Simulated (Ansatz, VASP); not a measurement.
## Zn15PbO16 (a cell with a defect) (zincite): VASP beside Ansatz

```xyz
32
Lattice="6.4986 0.0000 0.0000 -3.2493 5.6280 0.0000 0.0000 0.0000 10.4114" Properties=species:S:1:pos:R:3 pbc="T T T"
Pb    0.0000    1.8760    2.8004
Zn    0.0000    1.8760    7.6633
Zn   -1.6054    4.7011    2.5584
Zn   -1.6653    4.6665    7.8188
Zn    3.2493    1.8538    2.5584
Zn    3.2493    1.9229    7.8188
Zn    1.6054    4.7011    2.5584
Zn    1.6653    4.6665    7.8188
Zn    1.6239    0.9384   -0.1508
Zn    1.6909    0.8998    5.3095
Zn    0.0000    3.7511   -0.1508
Zn    0.0000    3.8284    5.3095
Zn    4.8747    0.9384   -0.1508
Zn    4.8078    0.8998    5.3095
Zn    3.2493    3.7520    0.0437
Zn    3.2493    3.7520    5.1298
O     1.7408    0.8710    1.8129
O     1.6786    0.9069    7.2711
O     0.0000    3.8861    1.8129
O     0.0000    3.8142    7.2711
O     4.7578    0.8710    1.8129
O     4.8201    0.9069    7.2711
O     3.2493    3.7520    2.0278
O     3.2493    3.7520    7.0998
O     0.0000    1.8760    5.2259
O     0.0000    1.8760    9.6926
O    -1.6056    4.7010    4.5455
O    -1.6623    4.6682    9.7753
O     3.2493    1.8540    4.5455
O     3.2493    1.9195    9.7753
O     1.6056    4.7010    4.5455
O     1.6623    4.6682    9.7753
```

Alike in both runs: functional PBE; k mesh 3 × 3 × 2; occupations fermi-dirac, width 0.01 eV; no spin polarisation.

Ansatz relaxed the structure, and its values are those at the end. VASP's run is a single point on that final structure, the one shown.

```csv
,VASP,Ansatz
version,VASP 6.6.1,Ansatz 0.2.0
potentials or method,"VASP PAW PBE potentials, release 64 (Pb_d, Zn, O)","plane-wave PAW, scalar-relativistic"
plane-wave cutoff (eV),520,420
valence electrons in the cell,290,290
```

VASP gave:

| Item | Value |
| --- | --- |
| gap on the k mesh at the Fermi level (eV) | 1.05 |
| pressure (GPa) | 10.9 |
| rms of the force components (eV/Å) | 0.010 |

**Question.** What did Ansatz give for the same quantities?

**Answer.** gap on the k mesh at the Fermi level (eV): 1.06; pressure (GPa): 9.8; rms of the force components (eV/Å): 0.001.

Ansatz warned: «gradients_without_spin_orbit».

Caveats: spin-orbit coupling is left out, which as a rule narrows the gap of such compounds by several tenths of an eV. Expect the measured gap to be larger: semilocal functionals such as PBE lack the derivative discontinuity.
